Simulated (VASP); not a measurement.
An input for Quantum ESPRESSO's pw.x (written as the equivalent of a VASP run, and not itself run):

```
&CONTROL
  calculation = 'scf'
  pseudo_dir = './pseudo'
  outdir = './out'
  tprnfor = .true.
  tstress = .true.
/
&SYSTEM
  ibrav = 0
  nat = 3
  ntyp = 2
  ecutwfc = 84
  occupations = 'smearing'
  smearing = 'gaussian'
  degauss = 0.003675
  input_dft = 'vdw-df-cx'
/
&ELECTRONS
  conv_thr = 7.3e-09
  electron_maxstep = 100
/
ATOMIC_SPECIES
  Li 6.940 Li.upf
  O 15.999 O.upf
CELL_PARAMETERS angstrom
     0.0000000    2.2711994    2.2711994
     2.2711994    0.0000000    2.2711994
     2.2711994    2.2711994    0.0000000
ATOMIC_POSITIONS crystal
  Li   0.2500000  0.2500000  0.2500000
  Li   0.7500000  0.7500000  0.7500000
  O    0.0000000  0.0000000  0.0000000
K_POINTS automatic
  8 8 8 0 0 0
```

**Question.** Write the VASP files for the same calculation (vdW-DF-cx).

**Answer.** One answer among several that fit: 
KPOINTS:
```
Automatic
0
gamma
8 8 8
```

### POSCAR
```
Li2O
1
    0.0000000000     2.2711993869     2.2711993869
    2.2711993869     0.0000000000     2.2711993869
    2.2711993869     2.2711993869     0.0000000000
Li O
2 1
Direct
  0.2500000000   0.2500000000   0.2500000000
  0.7500000000   0.7500000000   0.7500000000
  0.0000000000   0.0000000000   0.0000000000
```

**INCAR**
```
SYSTEM = Li2O
PREC = Accurate
ENCUT = 520
EDIFF = 1E-7
NELM = 100
ALGO = Normal
LREAL = .FALSE.
LASPH = .TRUE.
ISMEAR = 0
SIGMA = 0.05
GGA = CX
LUSE_VDW = .TRUE.
AGGAC = 0.0
LWAVE = .FALSE.
LCHARG = .FALSE.
ISIF = 2
```

POTCAR, in this order: Li_sv O (PBE.64 set). Program: vasp_std.

What does not carry over: the potentials are each code's own (VASP's PAW set, PseudoDojo norm-conserving files in pw.x), so ENCUT and ecutwfc are chosen apart and not converted; conv_thr bounds pw.x's estimated SCF error, while EDIFF bounds the energy change between steps.

The compound is Li2O in the antifluorite structure. This cell is one point of a volume scan, at 0.94 of the reference volume.
